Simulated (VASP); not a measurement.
Input for VASP

KPOINTS:
```
kpoints
0
G
 11 11 11
```

### POSCAR
```
SiSn
1.0
  3.3777776866   0.0000000000   0.0000000000
  0.0000000000   3.3777776866   0.0000000000
  0.0000000000   0.0000000000   3.3777776866
Si Sn
1 1
Cart
  0.0000000000   0.0000000000   0.0000000000
  1.6888888433   1.6888888433   1.6888888433
```

### INCAR
```
! general
SYSTEM =SiSn
PREC   =Accurate
ENCUT  =500
LREAL  =.FALSE.
LASPH  =.TRUE.

! electronic loop
EDIFF  =1E-6
NELM   =100
ALGO   =Normal
LMAXMIX=4

! smearing
ISMEAR =1
SIGMA  =0.1

! functional
GGA    =PS

! ions
IBRION =2
NSW    =40
ISIF   =3
EDIFFG =-0.02
PSTRESS=50

! output
LWAVE  =.FALSE.
LCHARG =.FALSE.
```

POTCAR, in this order: Si Sn_d (PBE.64 set). Program: vasp_std.

Task: Write an equivalent input for Quantum ESPRESSO's pw.x.

Result: One equivalent input (not run):
```
&CONTROL
  calculation = 'vc-relax'
  pseudo_dir = './pseudo'
  outdir = './out'
  tprnfor = .true.
  tstress = .true.
  nstep = 40
  forc_conv_thr = 0.00078
/
&SYSTEM
  ibrav = 0
  nat = 2
  ntyp = 2
  ecutwfc = 72
  occupations = 'smearing'
  smearing = 'methfessel-paxton'
  degauss = 0.00735
  input_dft = 'pbesol'
/
&ELECTRONS
  conv_thr = 7.3e-08
  electron_maxstep = 100
/
&IONS
/
&CELL
  press = 50
/
ATOMIC_SPECIES
  Si 28.085 Si.upf
  Sn 118.710 Sn.upf
CELL_PARAMETERS angstrom
     3.3777777    0.0000000    0.0000000
     0.0000000    3.3777777    0.0000000
    -0.0000000   -0.0000000    3.3777777
ATOMIC_POSITIONS crystal
  Si   0.0000000  0.0000000  0.0000000
  Sn   0.5000000  0.5000000  0.5000000
K_POINTS automatic
  11 11 11 0 0 0
```
What does not carry over: the potentials are each code's own (VASP's PAW set, PseudoDojo norm-conserving files in pw.x), so ENCUT and ecutwfc are chosen apart and not converted; conv_thr bounds pw.x's estimated SCF error, while EDIFF bounds the energy change between steps; forc_conv_thr acts on force components and is met together with etot_conv_thr.

The structure was generated: SiSn was put into the CsCl type type (Pm-3m), which need not be its known phase. It was relaxed first under an external pressure of 5 GPa.
